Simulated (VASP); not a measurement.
Consider the following.

```yaml
crystal:
  lattice:
    - [10.93707, 0.00000, 0.00000]
    - [0.00000, 10.93707, 0.00000]
    - [0.00000, 0.00000, 10.93707]
  atoms:
    - { symbol: Si, position: [0.50031, 0.99872, 0.99876] }
    - { symbol: Si, position: [0.62549, 0.12440, 0.12412] }
    - { symbol: Si, position: [0.75016, 0.24859, 0.99870] }
    - { symbol: Si, position: [0.87596, 0.37351, 0.12447] }
    - { symbol: Si, position: [0.74997, 0.99956, 0.24965] }
    - { symbol: Si, position: [0.87611, 0.12475, 0.37457] }
    - { symbol: Si, position: [0.00026, 0.99935, 0.99950] }
    - { symbol: Si, position: [0.12629, 0.12444, 0.12437] }
    - { symbol: Si, position: [0.25088, 0.25007, 0.99970] }
    - { symbol: Si, position: [0.37596, 0.37474, 0.12593] }
    - { symbol: Si, position: [0.49982, 0.49878, 0.99926] }
    - { symbol: Si, position: [0.62372, 0.62133, 0.12813] }
    - { symbol: Si, position: [0.75023, 0.74813, 0.00092] }
    - { symbol: Si, position: [0.87504, 0.87472, 0.12540] }
    - { symbol: Si, position: [0.25160, 0.00043, 0.25028] }
    - { symbol: Si, position: [0.37763, 0.12763, 0.37488] }
    - { symbol: Si, position: [0.50246, 0.25023, 0.24755] }
    - { symbol: Si, position: [0.75270, 0.49744, 0.24850] }
    - { symbol: Si, position: [0.87279, 0.62212, 0.37647] }
    - { symbol: Si, position: [0.50083, 0.99993, 0.49858] }
    - { symbol: Si, position: [0.62495, 0.12846, 0.62145] }
    - { symbol: Si, position: [0.75331, 0.25074, 0.49744] }
    - { symbol: Si, position: [0.87435, 0.37506, 0.62413] }
    - { symbol: Si, position: [0.74986, 0.00072, 0.74801] }
    - { symbol: Si, position: [0.87557, 0.12481, 0.87417] }
    - { symbol: Si, position: [0.00116, 0.50066, 0.99882] }
    - { symbol: Si, position: [0.12695, 0.62414, 0.12723] }
    - { symbol: Si, position: [0.25015, 0.75019, 0.00092] }
    - { symbol: Si, position: [0.37662, 0.87368, 0.12731] }
    - { symbol: Si, position: [0.00141, 0.24838, 0.24905] }
    - { symbol: Si, position: [0.12608, 0.37532, 0.37501] }
    - { symbol: Si, position: [0.25439, 0.49998, 0.25397] }
    - { symbol: Si, position: [0.38542, 0.61462, 0.38879] }
    - { symbol: Si, position: [0.49941, 0.74509, 0.25446] }
    - { symbol: Si, position: [0.62577, 0.87442, 0.37486] }
    - { symbol: Si, position: [0.00118, 0.99869, 0.49998] }
    - { symbol: Si, position: [0.12697, 0.12710, 0.62391] }
    - { symbol: Si, position: [0.25453, 0.25388, 0.50003] }
    - { symbol: Si, position: [0.38514, 0.38883, 0.61513] }
    - { symbol: Si, position: [0.61154, 0.61452, 0.61485] }
    - { symbol: Si, position: [0.74522, 0.74514, 0.50043] }
    - { symbol: Si, position: [0.87289, 0.87368, 0.62364] }
    - { symbol: Si, position: [0.25023, 0.00092, 0.74989] }
    - { symbol: Si, position: [0.37658, 0.12715, 0.87341] }
    - { symbol: Si, position: [0.49972, 0.25401, 0.74507] }
    - { symbol: Si, position: [0.62568, 0.37527, 0.87430] }
    - { symbol: Si, position: [0.74571, 0.50006, 0.74545] }
    - { symbol: Si, position: [0.87302, 0.62407, 0.87342] }
    - { symbol: Si, position: [0.99932, 0.74834, 0.24978] }
    - { symbol: Si, position: [0.12635, 0.87319, 0.37495] }
    - { symbol: Si, position: [0.00089, 0.49930, 0.50015] }
    - { symbol: Si, position: [0.12518, 0.62623, 0.62564] }
    - { symbol: Si, position: [0.25215, 0.74849, 0.50063] }
    - { symbol: Si, position: [0.37533, 0.87615, 0.62537] }
    - { symbol: Si, position: [0.00027, 0.24993, 0.74916] }
    - { symbol: Si, position: [0.12634, 0.37468, 0.87372] }
    - { symbol: Si, position: [0.25155, 0.50123, 0.74857] }
    - { symbol: Si, position: [0.37505, 0.62612, 0.87550] }
    - { symbol: Si, position: [0.49965, 0.74826, 0.74789] }
    - { symbol: Si, position: [0.62500, 0.87321, 0.87363] }
    - { symbol: Si, position: [0.99897, 0.75026, 0.74984] }
    - { symbol: Si, position: [0.12522, 0.87528, 0.87508] }
    - { symbol: B, position: [0.47256, 0.52744, 0.52755] }
```
Cell charge +1.

All values below come from HSE06 screened hybrid, VASP's PBE PAW potentials (set 64) (plane waves; VASP). Run with PREC = Normal, LREAL = Auto, ISYM = 0, NELECT = 250.0, EDIFF = 1E-5, 400 eV cut-off, 1×1×1 Γ-centred mesh, Gaussian smearing of 0.050 eV, potentials Si B. Starting moments (MAGMOM): 63*0.0317. The cell's moment is fixed (NUPDOWN = 2).

The cell is charged, with a uniform compensating background. The supercell is sampled at Γ alone, which is coarse: total energies, pressure and levels can be off, energies of defects by several tenths of an eV.

### Question
Estimate the cell moment, energy per atom (σ→0), largest force.

### Answer

```json
{
 "cell_moment": "2.00 μB",
 "energy per atom (σ→0)": "-6.237 eV/atom",
 "largest_force": "0.280 eV/Å"
}
```

### Question
Give the moment on each site (PAW-sphere projection).

### Answer

```
site  moment (μB)
----  -----------
Si1          0.01
Si2          0.01
Si3          0.01
Si4          0.01
Si5          0.01
Si6          0.01
Si7          0.01
Si8          0.01
Si9          0.01
Si10         0.01
Si11         0.01
Si12         0.01
Si13         0.01
Si14         0.01
Si15         0.01
Si16         0.01
Si17         0.20
Si18        -0.05
Si19         0.01
Si20         0.01
Si21         0.01
Si22         0.16
Si23         0.01
Si24         0.01
Si25         0.01
Si26         0.00
Si27         0.01
Si28         0.01
Si29         0.01
Si30         0.01
Si31         0.02
Si32         0.01
Si33         0.01
Si34         0.01
Si35         0.01
Si36         0.02
Si37         0.01
Si38         0.01
Si39         0.01
Si40         0.01
Si41         0.01
Si42         0.01
Si43         0.01
Si44         0.01
Si45         0.01
Si46         0.01
Si47         0.01
Si48         0.01
Si49         0.00
Si50         0.01
Si51         0.01
Si52         0.01
Si53         0.01
Si54         0.01
Si55         0.02
Si56         0.01
Si57         0.01
Si58         0.01
Si59         0.01
Si60         0.01
Si61         0.01
Si62         0.01
B63          0.01
```

Total energies compare only between runs with the same potentials, cut-off and functional.

The cell is a supercell with a defect, built from Si (diamond): B_Si-vac_Si, charge +1. The cell's shape comes from a PBE relaxation.
